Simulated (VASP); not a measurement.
Input for VASP

### KPOINTS
```
Automatic mesh
0
Gamma
10 10 4
0 0 0
```

POSCAR:
```
BN
1
    1.2510513020    -2.1235471099     0.0000000000
    1.2510513020     2.1235471099     0.0000000000
    0.0000000000     0.0000000000     6.5824671607
B N
2 2
Direct
  0.3333330000   0.6666670000   0.2500000000
  0.6666670000   0.3333330000   0.7500000000
  0.6666670000   0.3333330000   0.2500000000
  0.3333330000   0.6666670000   0.7500000000
```

INCAR:
```
SYSTEM = BN
PREC = Accurate
ENCUT = 600
EDIFF = 1E-7
NELM = 100
ALGO = Normal
LREAL = .FALSE.
LASPH = .TRUE.
ISMEAR = 0
SIGMA = 0.05
METAGGA = R2SCAN
LMIXTAU = .TRUE.
LWAVE = .FALSE.
LCHARG = .FALSE.
ISIF = 2
```

POTCAR, in this order: B N (PBE.64 set). Program: vasp_std.

Write an equivalent input for Ansatz.

One equivalent input (not run):
Ansatz 0.2 input:
```yaml
crystal:
  lattice:
    - [1.2510513, -2.1235471, 0.0000000]
    - [1.2510513, 2.1235471, 0.0000000]
    - [0.0000000, 0.0000000, 6.5824672]
  atoms:
    - { symbol: B, position: [0.3333330, 0.6666670, 0.2500000] }
    - { symbol: B, position: [0.6666670, 0.3333330, 0.7500000] }
    - { symbol: N, position: [0.6666670, 0.3333330, 0.2500000] }
    - { symbol: N, position: [0.3333330, 0.6666670, 0.7500000] }
kpoints:
  mp_grid: { grid: [10, 10, 4] }
hamiltonian:
  xc: r2scan
  pseudopotentials: { kind: paw }
scf:
  occupations: { method: gaussian, width: 0.05 }
  max_iter: 100
output: { forces: true, stress: true, eigenvalues: true }
```
The two are equivalent in intent, not identical: each code has its own PAW files, so the cut-off isn't converted (ENCUT is set for VASP's; basis.ecutwfc is left out, and Ansatz then takes the one that its files recommend); Ansatz stops its SCF on the density residual and VASP on the energy change (EDIFF).

The compound is BN in the hex structure. This cell was strained or had an atom moved on purpose.
